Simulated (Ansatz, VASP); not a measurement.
# Cross-check of ReOs (Re-Os-Os-Re stack, (100) layers) between VASP and Ansatz, part 2 of 3

Aim: how closely do two programs agree when they are given the same cell, functional and k mesh? The cell is taken from a series of runs on this material, whose earlier steps may have relaxed, scaled, displaced or heated it; both programs get it as it stands.

VASP 6.6.1 and Ansatz 0.2.0.

So far: Set-up; Ansatz: zone-centre phonons, PBEsol.

## 3. VASP: zone-centre phonons, PBEsol

Level of this step: PBEsol; plane waves and PAW (Re, Os) (VASP).

The same cell, functional, mesh and smearing now go to VASP, with its own data sets.

Lines of VASP's logs that name or quote its potential files are left out, and so is its time.

INCAR reads:

```
SYSTEM = ReOs
PREC = Accurate
ENCUT = 600
EDIFF = 1E-08
NELM = 120
ISMEAR = 1
SIGMA = 0.2
LREAL = .FALSE.
ALGO = Normal
GGA = PS
NBANDS = 21
LASPH = .TRUE.
LORBIT = 11
LWAVE = .FALSE.
LCHARG = .FALSE.
ISIF = 2
IBRION = 8
GGA_COMPAT = .FALSE.
NELMDL = -8
```

POSCAR reads:

```
ReOs
1.0
    2.6649285788      0.0000000000      0.0000000000
    0.0000000000      2.6649285788      0.0000000000
    0.0000000000      0.0000000000     35.2952772987
Re Os
2 2
Direct
    0.0000000000      0.0000000000      0.1563866118
    0.5000000000      0.5000000000      0.3181142643
    0.5000000000      0.5000000000      0.2088183787
    0.0000000000      0.0000000000      0.2656824974
```

KPOINTS reads:

```
Automatic mesh
0
Gamma
9 9 1
0 0 0
```

Potentials, in the order of the species: Re and Os (PBE family, release 64).

Command:

```console
mpirun -np 1 vasp_std
```

What it wrote:

```text
[banner, memory and clock lines left out]
running    1 mpi-ranks, on    1 nodes
 distrk:  each k-point on    1 cores,    1 groups
 distr:  one band on    1 cores,    1 groups

 POSCAR found type information on POSCAR ReOs
 POSCAR found :  2 types and       4 ions
|                                                                             |
|               ----> ADVICE to this user running VASP <----                  |
|                                                                             |
|     You enforced a specific xc type in the INCAR file but a different       |
|     [... a line on the potential file left out ...]
|     I HOPE YOU KNOW WHAT YOU ARE DOING!                                     |
|                                                                             |

 LDA part: xc-table for (Slater+PW92), standard interpolation
 POSCAR, INCAR and KPOINTS ok, starting setup
 FFT: planning ... GRIDC
 FFT: planning ... GRID_SOFT
 FFT: planning ... GRID
 WAVECAR not read
 entering main loop
       N       E                     dE             d eps       ncg     rms          rms(c)
DAV:   1     0.199953810707E+03    0.19995E+03   -0.11892E+04  1064   0.128E+03
DAV:   2    -0.175834433887E+02   -0.21754E+03   -0.20192E+03  1181   0.431E+02
DAV:   3    -0.472989819396E+02   -0.29716E+02   -0.26948E+02  1244   0.165E+02
DAV:   4    -0.499490827858E+02   -0.26501E+01   -0.22968E+01  1172   0.338E+01
DAV:   5    -0.501749969391E+02   -0.22591E+00   -0.19696E+00  1220   0.120E+01
DAV:   6    -0.501968844820E+02   -0.21888E-01   -0.19127E-01  1170   0.202E+00
DAV:   7    -0.501996343902E+02   -0.27499E-02   -0.25502E-02  1196   0.505E-01
DAV:   8    -0.502001858812E+02   -0.55149E-03   -0.51673E-03  1172   0.175E-01    0.459E+01
DAV:   9    -0.480598015477E+02    0.21404E+01   -0.49317E+00  1212   0.409E+01    0.188E+01
DAV:  10    -0.532836253583E+02   -0.52238E+01   -0.28774E+01  1260   0.823E+01    0.167E+01
DAV:  11    -0.470308004190E+02    0.62528E+01   -0.22904E+01  1252   0.682E+01    0.144E+00
DAV:  12    -0.471544122710E+02   -0.12361E+00   -0.13526E+00  1125   0.843E+00    0.122E+00
DAV:  13    -0.471268830123E+02    0.27529E-01   -0.60232E-02  1191   0.531E+00    0.590E-01
DAV:  14    -0.471254731304E+02    0.14099E-02   -0.31736E-02  1247   0.270E+00    0.421E-01
[...]
DAV:  26    -0.471240878951E+02   -0.66625E-06   -0.12041E-08   628   0.149E-03    0.547E-04
DAV:  27    -0.471240883022E+02   -0.40702E-06   -0.33172E-09   572   0.203E-03    0.302E-04
DAV:  28    -0.471240884413E+02   -0.13915E-06   -0.23795E-09   549   0.173E-03    0.145E-04
DAV:  29    -0.471240885262E+02   -0.84836E-07   -0.30445E-09   549   0.139E-03    0.588E-04
DAV:  30    -0.471240885571E+02   -0.30911E-07   -0.12027E-09   525   0.183E-03    0.146E-04
DAV:  31    -0.471240885866E+02   -0.29534E-07    0.11244E-10   525   0.128E-03    0.211E-04
DAV:  32    -0.471240885983E+02   -0.11742E-07    0.32454E-10   515   0.831E-04    0.163E-04
DAV:  33    -0.471240886031E+02   -0.47160E-08    0.62000E-10   520   0.974E-04
   1 F= -.47124089E+02 E0= -.47126507E+02  d E =0.725468E-02
 Linear response reoptimize wavefunctions to high precision
DAV:   1    -0.471240886146E+02   -0.11503E-07   -0.74561E-10   567   0.668E-04
DAV:   2    -0.471240886145E+02    0.61846E-10    0.10327E-09   510   0.644E-04
DAV:   3    -0.471240886146E+02   -0.58208E-10    0.11006E-09   510   0.475E-04
 Linear response DOF=           4
 Linear response progress:
  Degree of freedom:   1/  4
       N       E                     dE             d eps       ncg     rms          rms(c)
RMM:   1    -0.778596727493E-01   -0.77860E-01   -0.51170E+00  1054   0.133E+02
RMM:   2    -0.147707282494E+00   -0.69848E-01   -0.77258E-02  2485   0.207E+00    0.144E-01
RMM:   3    -0.147354819748E+00    0.35246E-03   -0.17694E-03  2489   0.278E-01    0.950E-02
[...]
RMM:   2    -0.218671472263E+00   -0.74071E-01   -0.76338E-02  1482   0.219E+00    0.398E-01
RMM:   3    -0.219227966186E+00   -0.55649E-03   -0.28994E-03  1356   0.468E-01    0.272E-01
RMM:   4    -0.227333567973E+00   -0.81056E-02   -0.58874E-03  1498   0.107E+00    0.626E-01
RMM:   5    -0.221446160581E+00    0.58874E-02   -0.29715E-03  1345   0.524E-01    0.395E-01
RMM:   6    -0.219154724286E+00    0.22914E-02   -0.13861E-03  1240   0.517E-01    0.138E-01
RMM:   7    -0.218987417390E+00    0.16731E-03   -0.61766E-04  1178   0.299E-01    0.848E-02
RMM:   8    -0.218808743307E+00    0.17867E-03   -0.35310E-04  1252   0.164E-01    0.225E-02
RMM:   9    -0.218786002596E+00    0.22741E-04   -0.18391E-04  1539   0.588E-02    0.217E-02
RMM:  10    -0.218783547704E+00    0.24549E-05   -0.21458E-05  1302   0.377E-02    0.151E-02
RMM:  11    -0.218775763270E+00    0.77844E-05   -0.13410E-05  1439   0.247E-02    0.192E-03
RMM:  12    -0.218776975564E+00   -0.12123E-05   -0.66913E-06  1657   0.863E-03    0.217E-03
RMM:  13    -0.218774771745E+00    0.22038E-05   -0.40463E-07  1256   0.818E-03    0.108E-03
RMM:  14    -0.218776928131E+00   -0.21564E-05   -0.21811E-07  1354   0.472E-03    0.720E-04
RMM:  15    -0.218776636363E+00    0.29177E-06   -0.54400E-07  1548   0.194E-03    0.141E-04
[...]
RMM:  38    -0.218775976055E+00   -0.32748E-07    0.13317E-06  1719   0.948E-04    0.603E-06
RMM:  39    -0.218775933938E+00    0.42117E-07   -0.11028E-06  1793   0.949E-04    0.505E-06
RMM:  40    -0.218775993539E+00   -0.59601E-07   -0.24626E-07  1722   0.960E-04    0.516E-06
RMM:  41    -0.218775943114E+00    0.50425E-07    0.12006E-06  1722   0.943E-04    0.688E-06
RMM:  42    -0.218775994723E+00   -0.51609E-07   -0.16536E-06  1754   0.948E-04    0.765E-06
RMM:  43    -0.218775917302E+00    0.77421E-07    0.41237E-07  1824   0.957E-04    0.100E-05
RMM:  44    -0.218775997143E+00   -0.79841E-07    0.46008E-07  1788   0.937E-04    0.968E-06
RMM:  45    -0.218775900413E+00    0.96730E-07   -0.50366E-07  1737   0.946E-04    0.875E-06
 first order change of Fermi-energy   0.20846E+00
 force on displaced ion       1 direction 3 :  -0.000  -0.000 -10.588
 Linear response progress:
  Degree of freedom:   3/  4
       N       E                     dE             d eps       ncg     rms          rms(c)
RMM:   1    -0.193431778065E+00   -0.19343E+00   -0.70569E-02  1635   0.429E+00
RMM:   2    -0.194267974791E+00   -0.83620E-03   -0.59471E-03  1650   0.138E+00    0.149E-01
RMM:   3    -0.193962101009E+00    0.30587E-03   -0.20369E-03  2164   0.293E-01    0.960E-02
RMM:   4    -0.196604500002E+00   -0.26424E-02   -0.15885E-03  2163   0.337E-01    0.290E-01
RMM:   5    -0.193574152717E+00    0.30303E-02   -0.47716E-04  1885   0.294E-01    0.172E-02
RMM:   6    -0.193618505453E+00   -0.44353E-04   -0.16549E-04  2119   0.862E-02    0.152E-02
RMM:   7    -0.193632404319E+00   -0.13899E-04   -0.47389E-05  2286   0.351E-02    0.795E-03
RMM:   8    -0.193641491868E+00   -0.90875E-05   -0.60528E-06  1932   0.185E-02    0.445E-03
RMM:   9    -0.193640934648E+00    0.55722E-06   -0.12230E-06  1854   0.149E-02    0.442E-03
RMM:  10    -0.193640088283E+00    0.84637E-06   -0.11172E-06  1922   0.903E-03    0.125E-03
RMM:  11    -0.193637304411E+00    0.27839E-05   -0.12935E-06  2491   0.342E-03    0.597E-04
RMM:  12    -0.193636538967E+00    0.76544E-06   -0.74839E-08  2103   0.250E-03    0.220E-04
RMM:  13    -0.193636363818E+00    0.17515E-06   -0.26721E-07  2678   0.155E-03    0.116E-04
RMM:  14    -0.193636271765E+00    0.92053E-07   -0.57731E-07  2398   0.193E-03    0.477E-05
RMM:  15    -0.193636415051E+00   -0.14329E-06   -0.22202E-07  2697   0.184E-03    0.225E-05
RMM:  16    -0.193636402999E+00    0.12052E-07   -0.72848E-07  2592   0.202E-03    0.176E-05
RMM:  17    -0.193636423854E+00   -0.20855E-07    0.20215E-07  2761   0.199E-03    0.557E-06
RMM:  18    -0.193636427992E+00   -0.41379E-08   -0.36764E-07  2787   0.205E-03    0.413E-06
RMM:  19    -0.193636430984E+00   -0.29926E-08   -0.12171E-07  2867   0.205E-03    0.357E-06
RMM:  20    -0.193636428718E+00    0.22666E-08   -0.84913E-07  2819   0.207E-03    0.302E-06
RMM:  21    -0.193636428866E+00   -0.14783E-09    0.30391E-07  2920   0.206E-03    0.312E-06
RMM:  22    -0.193636433437E+00   -0.45714E-08   -0.13148E-06  2868   0.207E-03    0.258E-06
RMM:  23    -0.193636432145E+00    0.12919E-08    0.75075E-08  2930   0.207E-03    0.264E-06
 first order change of Fermi-energy  -0.55642E-02
 force on displaced ion       3 direction 1 :  -7.355   0.000   0.037
 Linear response progress:
  Degree of freedom:   4/  4
       N       E                     dE             d eps       ncg     rms          rms(c)
RMM:   1    -0.254888039308E+00   -0.25489E+00    0.69183E-02   782   0.224E+01
RMM:   2    -0.282952327685E+00   -0.28064E-01   -0.33394E-02  1271   0.236E+00    0.405E-01
RMM:   3    -0.286588886468E+00   -0.36366E-02   -0.42626E-03  1075   0.894E-01    0.546E-01
RMM:   4    -0.283221861220E+00    0.33670E-02   -0.17089E-03  1054   0.395E-01    0.359E-01
RMM:   5    -0.287364423090E+00   -0.41426E-02   -0.40637E-03  1301   0.720E-01    0.428E-01
RMM:   6    -0.283158809444E+00    0.42056E-02   -0.10715E-03  1094   0.484E-01    0.801E-02
RMM:   7    -0.283174914875E+00   -0.16105E-04   -0.76097E-04  1268   0.184E-01    0.462E-02
RMM:   8    -0.283158838622E+00    0.16076E-04   -0.19493E-04  1188   0.112E-01    0.324E-02
RMM:   9    -0.283075662417E+00    0.83176E-04   -0.39067E-05  1033   0.892E-02    0.804E-03
RMM:  10    -0.283076500484E+00   -0.83807E-06   -0.51457E-05  1528   0.256E-02    0.518E-03
RMM:  11    -0.283071865574E+00    0.46349E-05   -0.33867E-06  1369   0.810E-03    0.422E-03
RMM:  12    -0.283057650425E+00    0.14215E-04   -0.44587E-07  1149   0.666E-03    0.223E-03
RMM:  13    -0.283059006618E+00   -0.13562E-05   -0.37846E-07  1265   0.383E-03    0.796E-04
RMM:  14    -0.283057527465E+00    0.14792E-05   -0.33048E-07  1258   0.296E-03    0.391E-04
[...]
RMM:  26    -0.283057472296E+00   -0.63934E-08   -0.30445E-06  1712   0.179E-03    0.360E-06
RMM:  27    -0.283057471152E+00    0.11436E-08    0.14256E-06  1726   0.179E-03    0.390E-06
RMM:  28    -0.283057475976E+00   -0.48234E-08   -0.39906E-06  1739   0.178E-03    0.330E-06
RMM:  29    -0.283057466396E+00    0.95796E-08   -0.31317E-07  1691   0.178E-03    0.422E-06
RMM:  30    -0.283057475630E+00   -0.92345E-08   -0.25644E-06  1735   0.178E-03    0.329E-06
RMM:  31    -0.283057472867E+00    0.27632E-08   -0.50021E-07  1672   0.178E-03    0.431E-06
RMM:  32    -0.283057472912E+00   -0.44746E-10   -0.26134E-06  1709   0.178E-03    0.324E-06
RMM:  33    -0.283057470638E+00    0.22744E-08    0.12497E-06  1688   0.178E-03    0.389E-06
 first order change of Fermi-energy  -0.17905E+00
 force on displaced ion       3 direction 3 :   0.000  -0.000 -16.082
 Linear response finished
```

(Part 2 of 3 ends here.)

[Lines on the potential files, build, host, timing and source positions are cut from VASP's logs without a mark.]

[Logs are printed without paths, hosts, clocks, repeated set-up lines and the standing remarks that a program may print on its own settings, such as how far it seeks lower states.]

[Hosts, paths, dates, database ids (printed as entryN), source tags and the programs' standing remarks are cut or masked in the printed files.]
